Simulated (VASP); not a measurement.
Consider the following.

```
NaCl
1.0
    0.00000     2.72173     2.72173
    2.72173     0.00000     2.72173
    2.72173     2.72173     0.00000
Na Cl
1 1
Direct
  0.00000   0.00000   0.00000
  0.50000   0.50000   0.50000
```

Computed with r2SCAN+rVV10, VASP's PBE PAW potentials (set 64) (plane waves; VASP). Settings: 520 eV cut-off, 8×8×8 Γ-centred mesh, Gaussian smearing of 0.050 eV, potentials Na_pv Cl.

Give the stress tensor in GPa (positive for a compressed cell).

```
1.99  0.00  0.00
0.00  1.99  0.00
0.00  0.00  1.99
```
The pressure is its mean diagonal, 1.99 GPa.

The compound is NaCl in the rock salt structure. This cell is one point of a volume scan, at 0.94 of the reference volume.
